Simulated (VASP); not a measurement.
These are PBE GGA, VASP's PBE PAW potentials (set 64) (plane waves; VASP 6.6.1) values and carry that method's errors.

VASP ran on this input.

### POSCAR
```
ScI3
1
    5.5095830000     0.0000000000     0.0000000000
    0.0000000000     5.5095830000     0.0000000000
    0.0000000000     0.0000000000     5.5095830000
Sc I
1 3
Direct
  0.0000000000   0.0000000000   0.0000000000
  0.5000000000   0.0000000000   0.0000000000
  0.0000000000   0.0000000000   0.5000000000
  0.0000000000   0.5000000000   0.0000000000
```

**INCAR**
```
SYSTEM = ScI3
PREC = Single; ENCUT = 400; LREAL = .FALSE.
LASPH = .TRUE.
EDIFF = 1E-6; NELM = 100; ALGO = Normal
LMAXMIX = 4
ISMEAR = 0; SIGMA = 0.05
GGA = PE
ISIF = 2
LWAVE = .FALSE.; LCHARG = .FALSE.
```

File KPOINTS:
```
Automatic
0
G
 4 4 4
0 0 0
```

POTCAR, in this order: Sc_sv I (PBE.64 set). Program: vasp_std.

Output

OSZICAR:
```
       N       E                     dE             d eps       ncg     rms          rms(c)
DAV:   1     0.252592483555E+03    0.25259E+03   -0.11054E+04   464   0.111E+03
DAV:   2     0.986963713754E+01   -0.24272E+03   -0.23679E+03   520   0.342E+02
DAV:   3    -0.147688664918E+02   -0.24639E+02   -0.23526E+02   568   0.950E+01
DAV:   4    -0.163204219976E+02   -0.15516E+01   -0.15391E+01   584   0.270E+01
DAV:   5    -0.163806825474E+02   -0.60261E-01   -0.60191E-01   524   0.474E+00    0.891E+00
DAV:   6    -0.147702780867E+02    0.16104E+01   -0.42863E+00   568   0.238E+01    0.400E+00
DAV:   7    -0.147557944773E+02    0.14484E-01   -0.24035E-01   628   0.362E+00    0.222E+00
DAV:   8    -0.147521268976E+02    0.36676E-02   -0.53016E-02   568   0.278E+00    0.405E-01
DAV:   9    -0.147487302093E+02    0.33967E-02   -0.24666E-02   576   0.207E+00    0.159E-01
DAV:  10    -0.147485319574E+02    0.19825E-03   -0.33326E-03   544   0.791E-01    0.922E-02
DAV:  11    -0.147484613663E+02    0.70591E-04   -0.10332E-03   596   0.415E-01    0.369E-02
DAV:  12    -0.147484493464E+02    0.12020E-04   -0.46695E-05   604   0.690E-02    0.193E-02
DAV:  13    -0.147484397433E+02    0.96031E-05   -0.73043E-05   576   0.102E-01    0.117E-02
DAV:  14    -0.147484352834E+02    0.44599E-05   -0.11082E-05   576   0.432E-02    0.425E-03
DAV:  15    -0.147484352420E+02    0.41378E-07   -0.46394E-07   288   0.787E-03
   1 F= -.14748435E+02 E0= -.14748435E+02  d E =-.492660E-20
```

**OUTCAR**
```
------------------------ aborting loop because EDIFF is reached ----------------------------------------
  FORCE on cell =-STRESS in cart. coord.  units (eV):
  Direction    XX          YY          ZZ          XY          YZ          ZX
  --------------------------------------------------------------------------------------
  Total        4.9332285      4.9332285      4.9332285      0.0000000      0.0000000     -0.0000000
  in kB       47.2591196     47.2591196     47.2591196      0.0000000      0.0000000     -0.0000000
  external PRESSURE =      47.2591196 kB  Pullay stress =       0.0000000 kB
  volume of cell :      167.25
      direct lattice vectors                 reciprocal lattice vectors
     5.509583000  0.000000000  0.000000000     0.181501939  0.000000000  0.000000000
     0.000000000  5.509583000  0.000000000     0.000000000  0.181501939  0.000000000
     0.000000000  0.000000000  5.509583000     0.000000000  0.000000000  0.181501939
 POSITION                                       TOTAL-FORCE (eV/Angst)
 -----------------------------------------------------------------------------------
      0.00000      0.00000      0.00000         0.000000      0.000000      0.000000
      2.75479      0.00000      0.00000         0.000000      0.000000      0.000000
      0.00000      0.00000      2.75479         0.000000      0.000000      0.000000
      0.00000      2.75479      0.00000         0.000000      0.000000      0.000000
 -----------------------------------------------------------------------------------
    total drift:                               -0.000000     -0.000000      0.000000
  FREE ENERGIE OF THE ION-ELECTRON SYSTEM (eV)
  ---------------------------------------------------
  free  energy   TOTEN  =       -14.7484352420 eV

  energy  without entropy=      -14.7484352420  energy(sigma->0) =      -14.74843524
```
(Selected blocks of OUTCAR.)

The structure was generated: ScI3 was put into the ReO3 type (Pm-3m), which need not be its known phase. The cell was not relaxed at this level. The run is one of a series of settings (PREC = Single against the base run), some of them coarse on purpose.
